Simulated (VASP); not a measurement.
**Ca2H3Br (space group P-3m1): computed properties**

Calculation: r2SCAN meta-GGA, VASP's PBE PAW potentials (set 64) (plane waves; VASP).

```yaml
space_group: P-3m1 (164)
cell: a = 3.8941 Å, b = 3.8941 Å, c = 6.8377 Å, α = 90.00°, β = 90.00°, γ = 120.00°
volume_per_atom: 14.97 Å³/atom
band gap (over mesh and band path): 2.16 eV
smallest direct gap (over mesh and band path): 2.53 eV
band_edge_character: indirect, A to H-A at 0.40
density: 3.02 g/cm³
```

```
Ca2BrH3
1.0
    3.89406     0.00000     0.00000
   -1.94703     3.37235     0.00000
    0.00000     0.00000     6.83766
Ca H Br
2 3 1
Direct
  0.66667   0.33333   0.18557
  0.33333   0.66667   0.81443
  0.66667   0.33333   0.85045
  0.33333   0.66667   0.14955
  0.00000   0.00000   0.00000
  0.00000   0.00000   0.50000
```

The path is coarsely sampled, so an indirect gap can come out somewhat too large.

The structure comes from a computed database's Ca2H3Br entry (P-3m1); how it stands against other phases isn't given here. It was relaxed first. Symmetry was kept, so distortions that lower it aren't found.
